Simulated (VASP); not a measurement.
A run of VASP 6.6.1 is set up as follows.

Contents of INCAR:

```
PREC = Accurate
ENCUT = 600
EDIFF = 1E-7
ISMEAR = 0
SIGMA = 0.1
LREAL = False
LASPH = True
NELM = 80
ALGO = Normal
ISIF = 3
LWAVE = False
LCHARG = False
GGA = PE
IBRION = 2
NSW = 80
EDIFFG = -0.004
```

Contents of KPOINTS:

```
Automatic mesh
0
Gamma
  15 15 8
```

File POSCAR:

```
Zr
1.0
    3.2320000000      0.0000000000      0.0000000000
   -1.6160000000      2.7989941000      0.0000000000
    0.0000000000      0.0000000000      5.1470000000
Zr
2
Direct
    0.3333333300      0.6666666700      0.2500000000
    0.6666666700      0.3333333300      0.7500000000
```

Potentials or basis: VASP PAW PBE potentials, release 64 (Zr_sv).

Command:

```sh
$ cat potpaw_PBE.64/Zr_sv/POTCAR > POTCAR
$ mpirun -np 1 vasp_std > vasp.out
```

**Question.** Predict the band gap on the k mesh.

**Answer.** None (metal or under the smearing width).

**Question.** What does it give for the space group after relaxing (to 0.05 Å)?

**Answer.** P6_3/mmc (No. 194).

**Question.** What does it give for the relaxed cell?

**Answer.** a = 3.232 Å, b = 3.232 Å, c = 5.171 Å, α = 90.00°, β = 90.00°, γ = 120.00°.

The path:
```csv
step,energy change (eV),largest force (eV/Å),pressure (GPa),volume (Å³)
1,0.0000,0.0000,0.48,46.56
2,-0.0001,0.0000,-0.49,47.03
3,-0.0005,0.0000,-0.06,46.81
4,-0.0005,0.0000,-0.02,46.79
5,-0.0005,0.0000,0.00,46.78
```

PBE usually gives volumes a little too large and moduli too small. Zero-point motion and thermal expansion aren't in these numbers.
